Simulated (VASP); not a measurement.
Given:

```xyz
1
Lattice="-1.5493 1.5493 1.5493 1.5493 -1.5493 1.5493 1.5493 1.5493 -1.5493" Properties=species:S:1:pos:R:3 pbc="T T T"
W      0.0000     0.0000     0.0000
```

These are PBEsol GGA, VASP's PBE PAW potentials (set 64) (plane waves; VASP) values and carry that method's errors. Settings: 500 eV cut-off, 16×16×16 Γ-centred mesh, first-order Methfessel-Paxton smearing of 0.10 eV, potentials W_sv.

Energy and stress use the plane-wave basis of the starting cell.

The ions, cell shape and volume at an external pressure of 30.0 GPa are relaxed. What does this cell relax into?

```xyz
1
Lattice="-1.5374 1.5374 1.5374 1.5374 -1.5374 1.5374 1.5374 1.5374 -1.5374" Properties=species:S:1:pos:R:3 pbc="T T T"
W     -1.5374     1.5374     1.5374
```
Space group Im-3m (229), at a tolerance of 0.03 Å.

How do energy and volume change from the first to the last step?

The energy (σ→0) changes by +52.8 meV/atom and the volume by -2.3 %, in 4 ionic steps.

| step | E(σ→0) (eV) | max force (eV/Å) | pressure (GPa) | volume (Å³) |
|---|---|---|---|---|
| 1 | -13.7583 | 0.000 | 19.94 | 14.88 |
| 2 | -13.1189 | 0.000 | 94.47 | 12.95 |
| 3 | -13.7089 | 0.000 | 29.34 | 14.55 |
| 4 | -13.7055 | 0.000 | 29.95 | 14.53 |

The compound is W in the bcc structure. This run relaxes it under an external pressure of 30 GPa. Symmetry was kept, so distortions that lower it aren't found.
